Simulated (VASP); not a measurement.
# BeCr3 (Pm-3m) in VASP: notebook, part 2 of 2

VASP 6.6.1.

**3. Relaxation of cell and atoms, PBEsol, collinear spin, ferromagnetic start, target pressure 10 GPa, at which the enthalpy is minimised**

File INCAR:

```
SYSTEM = BeCr3
ALGO = Fast ; EDIFF = 1E-7
EDIFFG = -0.01 ; ENCUT = 600
GGA = PS ; IBRION = 2
ISIF = 3 ; ISMEAR = -1
ISPIN = 2 ; LASPH = .TRUE.
LCHARG = .FALSE. ; LMAXMIX = 4
LORBIT = 11 ; LREAL = .FALSE.
LWAVE = .FALSE. ; MAGMOM = 3 3 3 0
NELM = 100 ; NSW = 60
PREC = Accurate ; PSTRESS = 100
SIGMA = 0.05
```

File KPOINTS:

```
k-points
0
G
  6 6 6
  0 0 0
```

File POSCAR:

```
BeCr3
1.0
    3.5112140000      0.0000000000      0.0000000000
    0.0000000000      3.5112140000      0.0000000000
    0.0000000000      0.0000000000      3.5112140000
Cr Be
3 1
Direct
    0.5000000000      0.5000000000      0.0000000000
    0.5000000000      0.0000000000      0.5000000000
    0.0000000000      0.5000000000      0.5000000000
    0.0000000000      0.0000000000      0.0000000000
```

Potentials or basis: VASP PAW PBE potentials, release 64 (Cr_pv, Be).

Command:

```
> cat potpaw_PBE.64/Cr_pv/POTCAR potpaw_PBE.64/Be/POTCAR > POTCAR
> mpirun -np 1 vasp_std > vasp.out
```

OUTCAR:

```text
SYSTEM = BeCr3
   EDIFF = 1E-7
   EDIFFG = -0.01
   ENCUT = 600
   GGA = PS
   IBRION = 2
   ISIF = 3
   ISMEAR = -1
   ISPIN = 2
   LASPH = .TRUE.
   LORBIT = 11
   LREAL = .FALSE.
   NELM = 100
   NSW = 60
   PREC = Accurate
   PSTRESS = 100

 ion  position               nearest neighbor table
   1  0.500  0.500  0.000-   2 2.48   3 2.48   4 2.48   2 2.48   3 2.48   2 2.48   4 2.48   2 2.48
                             3 2.48   4 2.48   3 2.48   4 2.48
   2  0.500  0.000  0.500-   1 2.48   3 2.48   4 2.48   1 2.48   4 2.48   1 2.48   3 2.48   1 2.48
                             3 2.48   4 2.48   4 2.48   3 2.48
   3  0.000  0.500  0.500-   1 2.48   2 2.48   4 2.48   1 2.48   4 2.48   2 2.48   4 2.48   4 2.48
                             1 2.48   2 2.48   1 2.48   2 2.48
   4  0.000  0.000  0.000-   1 2.48   2 2.48   3 2.48   2 2.48   3 2.48   1 2.48   3 2.48   3 2.48
                             1 2.48   2 2.48   2 2.48   1 2.48

  LATTYP: Found a simple cubic cell.
 ALAT       =     3.5112140000

  Lattice vectors:

 A1 = (   3.5112140000,   0.0000000000,   0.0000000000)
 A2 = (   0.0000000000,   3.5112140000,   0.0000000000)
 A3 = (   0.0000000000,   0.0000000000,   3.5112140000)

Analysis of symmetry for initial positions (statically):
=====================================================================
 Subroutine PRICEL returns:
 Original cell was already a primitive cell.

 Routine SETGRP: Setting up the symmetry group for a
 simple cubic supercell.

 Subroutine GETGRP returns: Found 48 space group operations
 (whereof 48 operations were pure point group operations)
 out of a pool of 48 trial point group operations.

The static configuration has the point symmetry O_h .

Analysis of symmetry for dynamics (positions and initial velocities):
=====================================================================
 Subroutine PRICEL returns:
 Original cell was already a primitive cell.

 Routine SETGRP: Setting up the symmetry group for a
 simple cubic supercell.

 Subroutine GETGRP returns: Found 48 space group operations
 (whereof 48 operations were pure point group operations)
 out of a pool of 48 trial point group operations.

The dynamic configuration has the point symmetry O_h .

Analysis of structural, dynamic, and magnetic symmetry:
=====================================================================
 Subroutine PRICEL returns:
 Original cell was already a primitive cell.

 Routine SETGRP: Setting up the symmetry group for a
 simple cubic supercell.

 Subroutine GETGRP returns: Found 48 space group operations
 (whereof 48 operations were pure point group operations)
 out of a pool of 48 trial point group operations.

The overall configuration has the point symmetry O_h .

 Subroutine INISYM returns: Found 48 space group operations
 (whereof 48 operations are pure point group operations),
 and found     1 'primitive' translations

----------------------------------------------------------------------------------------

                                     Primitive cell

  volume of cell :      43.2884

  direct lattice vectors                    reciprocal lattice vectors
     3.511214000  0.000000000  0.000000000     0.284801781  0.000000000  0.000000000
     0.000000000  3.511214000  0.000000000     0.000000000  0.284801781  0.000000000
     0.000000000  0.000000000  3.511214000     0.000000000  0.000000000  0.284801781

  length of vectors
     3.511214000  3.511214000  3.511214000     0.284801781  0.284801781  0.284801781

[... 44 lines left out ...]
  0.500000  0.000000  0.000000      3.000000
  0.166667  0.166667  0.000000     12.000000
  0.333333  0.166667  0.000000     24.000000
[... 12 lines left out ...]
  0.500000  0.500000  0.333333      6.000000
  0.500000  0.500000  0.500000      1.000000
   k-points           NKPTS =     20   k-points in BZ     NKDIM =     20   number of bands    NBANDS=     28
   number of dos      NEDOS =    301   number of ions     NIONS =      4
   total plane-waves  NPLWV =  21952
   dimension x,y,z NGX =    28 NGY =   28 NGZ =   28
   dimension x,y,z NGXF=    56 NGYF=   56 NGZF=   56
   ions per type =               3   1
   NGX,Y,Z   is equivalent  to a cutoff of  13.26, 13.26, 13.26 a.u.
   NGXF,Y,Z  is equivalent  to a cutoff of  26.51, 26.51, 26.51 a.u.
 SYSTEM =  BeCr3
   PREC   = accura    normal or accurate (medium, high low for compatibility)
   ISTART =      0    job   : 0-new  1-cont  2-samecut
   ICHARG =      2    charge: 1-file 2-atom 10-const
   ISPIN  =      2    spin polarized calculation?
   LNONCOLLINEAR =      F non collinear calculations
   LSORBIT =      F    spin-orbit coupling
   LASPH  =      T    aspherical Exc in radial PAW
   ENCUT  =  600.0 eV  44.10 Ry    6.64 a.u.   7.01  7.01  7.01*2*pi/ulx,y,z
   NELM   =    100;   NELMIN=  2; NELMDL= -5     # of ELM steps
   EDIFF  = 0.1E-06   stopping-criterion for ELM
   LREAL  =      F    real-space projection
   EDIFFG = -.1E-01   stopping-criterion for IOM
   NSW    =     60    number of steps for IOM
   IBRION =      2    ionic relax: 0-MD 1-quasi-New 2-CG
   NFREE  =      1    steps in history (QN), initial steepest desc. (CG)
   ISIF   =      3    stress and relaxation
   ISYM   =      2    0-nonsym 1-usesym 2-fastsym
   POTIM  = 0.5000    time-step for ionic-motion
   TEBEG  =    0.0;   TEEND  =   0.0 temperature during run
   PSTRESS=  100.0 pullay stress
   NELECT =      38.0000    total number of electrons
   NUPDOWN=      -1.0000    fix difference up-down
   EMIN   =  10.00;   EMAX   =-10.00  energy-range for DOS
   EFERMI =   0.00;   METHOD = LEGACY
   ISMEAR =    -1;   SIGMA  =   0.05  broadening in eV -4-tet -1-fermi 0-gaus
   EFERMI_NEDOS =   21; number of points for ismear=-14 and -15
   IALGO  =     68    algorithm
   IMIX   =      4    mixing-type and parameters
     AMIX     =   0.40;   BMIX     =  1.00
     AMIX_MAG =   1.60;   BMIX_MAG =  1.00
  volume/ion in A,a.u.               =      10.82        73.03
  Fermi-wavevector in a.u.,A,eV,Ry     =   1.567516  2.962176 33.430975  2.457107
  Thomas-Fermi vector in A             =   2.669684
   LORBIT       =     11    0 simple, 1 ext, 2 COOP (PROOUT), +10 PAW based schemes
   GGA     = PS    functional components
   LHFCALC =     F    Hartree Fock is set to
   AEXX    =    0.0000 exact exchange contribution
   IVDW    =     0    specifies the selected vdW correction
   LEPSILON=     F    determine dielectric tensor
   LRPA    =     F    only Hartree local field effects (RPA)
 conjugate gradient relaxation of ions
 spin polarized calculation
 RMM-DIIS sequential band-by-band and
  energy-cutoff  :      600.00
  volume of cell :       43.29
 maximum number of plane-waves:      1472
   NGX = 15   NGY = 15   NGZ = 15

--------------------------------------- Ionic step        1  -------------------------------------------

 number of electron      37.9999983 magnetization       0.0019703

 number of electron      37.9999983 magnetization      -0.0000260

 Free energy of the ion-electron system (eV)
  ---------------------------------------------------
  ext. energy  EPLUGINS =         0.00000000
  ---------------------------------------------------
  free energy    TOTEN  =       -34.17451289 eV

  energy without entropy =      -34.14673093  energy(sigma->0) =      -34.16062191

 E-fermi :   9.7145     XC(G=0): -13.1160

 val. band max:        9.6781985510   @ k =   0.5000   0.1667   0.0000
 cond. band min:       9.7216852146   @ k =   0.1667   0.0000   0.0000
 fundamental gap:      0.0434866636
 Fermi energy:         9.7145459075

 spin component 1

 k-point     1 :       0.0000    0.0000    0.0000
  band No.  band energies     occupation
      1     -33.4817      1.00000
      2     -33.4817      1.00000
      3     -33.4817      1.00000
      4     -33.0033      1.00000
      5     -33.0033      1.00000
      6     -33.0033      1.00000
[... 1357 lines left out ...]
 number of electron      38.0000032 magnetization       0.0000020

 number of electron      38.0000032 magnetization      -0.0000003

 Free energy of the ion-electron system (eV)
  ---------------------------------------------------
  ext. energy  EPLUGINS =         0.00000000
  ---------------------------------------------------
  free energy    TOTEN  =       -34.17044573 eV

  energy without entropy =      -34.14363424  energy(sigma->0) =      -34.15703998

 E-fermi :  10.7324     XC(G=0): -13.5378

 val. band max:       10.6778551690   @ k =   0.5000   0.1667   0.0000
 cond. band min:      10.7397465400   @ k =   0.1667   0.0000   0.0000
 fundamental gap:      0.0618913710
 Fermi energy:        10.7324117464

 spin component 1

 k-point     1 :       0.0000    0.0000    0.0000
  band No.  band energies     occupation
      1     -32.5459      1.00000
      2     -32.5459      1.00000
      3     -32.5459      1.00000
      4     -31.9336      1.00000
      5     -31.9336      1.00000
      6     -31.9336      1.00000
[... 1267 lines left out ...]
  energy  without entropy=      -34.1436342362  energy(sigma->0) =      -34.15703998

  enthalpy is  TOTEN    =       -31.6701606322 eV   P V=        2.5002850942

 reached required accuracy - stopping structural energy minimisation

 total charge

# of ion       s       p       d       tot
------------------------------------------
    1        0.443   6.419   4.364  11.226
    2        0.443   6.419   4.364  11.226
    3        0.443   6.419   4.364  11.226
    4        0.466   0.804   0.000   1.271
--------------------------------------------------
tot          1.796  20.061  13.091  34.949

 magnetization (x)

# of ion       s       p       d       tot
------------------------------------------
    1        0.000  -0.000  -0.000   0.000
    2        0.000  -0.000  -0.000   0.000
    3        0.000  -0.000  -0.000   0.000
    4        0.000  -0.000   0.000  -0.000
--------------------------------------------------
tot          0.000  -0.000  -0.000   0.000
```

Run time: 97 s. Hardware: 1 thread of Intel Xeon 6975P-C (Granite Rapids), shared host; peak memory 0.2 GiB.

What came out:

- Free energy: -34.1704 eV
- Relaxed volume: 10.01 Å³/atom
- Relaxed cell: a = 3.422 Å, b = 3.422 Å, c = 3.422 Å, α = 90.00°, β = 90.00°, γ = 90.00°
- Space group after relaxing (to 0.05 Å): Pm-3m (No. 221)
- Energy change on relaxing (the enthalpy is what falls): +1.0 meV/atom
- Ionic steps: 4
- Pressure after relaxing: 9.9 GPa
- Band gap on the k mesh: none (metal or under the smearing width)
- Net moment: 0.00 μB per cell
- Valence electrons inside the program's atomic spheres: Cr 11.23; Be 1.27

The path:
```csv
step,energy change (eV),largest force (eV/Å),pressure (GPa),volume (Å³)
1,0.0000,0.0000,-8.31,43.29
2,0.6763,0.0000,46.09,35.99
3,-0.0004,0.0000,9.43,40.13
4,0.0041,0.0000,9.94,40.06
```

Final structure:
```
CELL_PARAMETERS angstrom
3.42163 0.00000 0.00000
0.00000 3.42163 0.00000
0.00000 0.00000 3.42163
ATOMIC_POSITIONS crystal
Cr 0.50000 0.50000 0.00000
Cr 0.50000 0.00000 0.50000
Cr 0.00000 0.50000 0.50000
Be 0.00000 0.00000 0.00000
```

Caveat: the starting moments collapsed, and a magnetic state may lie lower; the cell is relaxed towards a set pressure, so the enthalpy falls and the energy may rise; the PAW data sets were made with another functional, which shifts forces and pressure a little.

**4. Relaxation of cell and atoms, PBEsol, collinear spin, ferromagnetic start, target pressure 20 GPa, at which the enthalpy is minimised**

Edit INCAR of step 3 so:

```diff
@@ -10,3 +10,3 @@
 NELM = 100 ; NSW = 60
-PREC = Accurate ; PSTRESS = 100
+PREC = Accurate ; PSTRESS = 200
 SIGMA = 0.05
```

KPOINTS is that of step 3.

POSCAR is that of step 3.

Command:

```
> cat potpaw_PBE.64/Cr_pv/POTCAR potpaw_PBE.64/Be/POTCAR > POTCAR
> mpirun -np 1 vasp_std > vasp.out
```

Wall time 2.6 min (1 thread of Intel Xeon 6975P-C (Granite Rapids), shared host); peak memory 0.19 GiB.

The run converged. Its results:

- Free energy: -34.0453 eV
- Relaxed volume: 9.68 Å³/atom
- Relaxed cell: a = 3.383 Å, b = 3.383 Å, c = 3.383 Å, α = 90.00°, β = 90.00°, γ = 90.00°
- Space group after relaxing (to 0.05 Å): Pm-3m (No. 221)
- Energy change on relaxing (the enthalpy is what falls): +32.3 meV/atom
- Ionic steps: 7
- Pressure after relaxing: 20.0 GPa
- Band gap on the k mesh: none (metal or under the smearing width)
- Net moment: 0.00 μB per cell
- Valence electrons inside the program's atomic spheres: Cr 11.31; Be 1.32

Step by step:
```tsv
step	energy change (eV)	largest force (eV/Å)	pressure (GPa)	volume (Å³)
1	0.0000	0.0000	-8.31	43.29
2	2.2589	0.0000	98.05	32.38
3	0.1014	0.0000	18.17	38.94
4	0.1239	0.0000	19.67	38.75
5	0.1348	0.0000	20.37	38.66
6	0.1213	0.0000	19.49	38.77
7	0.1292	0.0000	20.00	38.71
```

Final structure:
```
CELL_PARAMETERS angstrom
3.38269 0.00000 0.00000
0.00000 3.38269 0.00000
0.00000 0.00000 3.38269
ATOMIC_POSITIONS crystal
Cr 0.50000 0.50000 0.00000
Cr 0.50000 0.00000 0.50000
Cr 0.00000 0.50000 0.50000
Be 0.00000 0.00000 0.00000
```

Levels at points of the mesh, in eV from the Fermi level:
Spin up:
| k point | band 16 | band 17 | band 18 | band 19 | band 20 | band 21 | band 22 | band 23 |
| --- | --- | --- | --- | --- | --- | --- | --- | --- |
| (0.00, 0.00, 0.00) | -3.39 | 0.69 | 0.69 | 0.69 | 2.00 | 2.00 | 2.00 | 2.08 |
| (0.50, 0.00, 0.00) | -1.65 | -0.81 | -0.81 | -0.15 | -0.15 | 0.45 | 0.85 | 0.85 |
| (0.50, 0.50, 0.00) | -1.99 | -1.99 | -0.66 | -0.66 | 0.35 | 0.35 | 0.44 | 1.37 |
| (0.50, 0.50, 0.50) | -0.99 | -0.95 | -0.95 | -0.95 | 0.53 | 0.53 | 0.53 | 1.37 |
Spin down:
```
           k point  band 16  band 17  band 18  band 19  band 20  band 21  band 22  band 23
(0.00, 0.00, 0.00)    -3.39     0.69     0.69     0.69     2.00     2.00     2.00     2.08
(0.50, 0.00, 0.00)    -1.65    -0.81    -0.81    -0.15    -0.15     0.45     0.85     0.85
(0.50, 0.50, 0.00)    -1.99    -1.99    -0.66    -0.66     0.35     0.35     0.44     1.37
(0.50, 0.50, 0.50)    -0.99    -0.95    -0.95    -0.95     0.53     0.53     0.53     1.37
```

Caveat: the starting moments collapsed, and a magnetic state may lie lower; the cell is relaxed towards a set pressure, so the enthalpy falls and the energy may rise; the PAW data sets were made with another functional, which shifts forces and pressure a little.
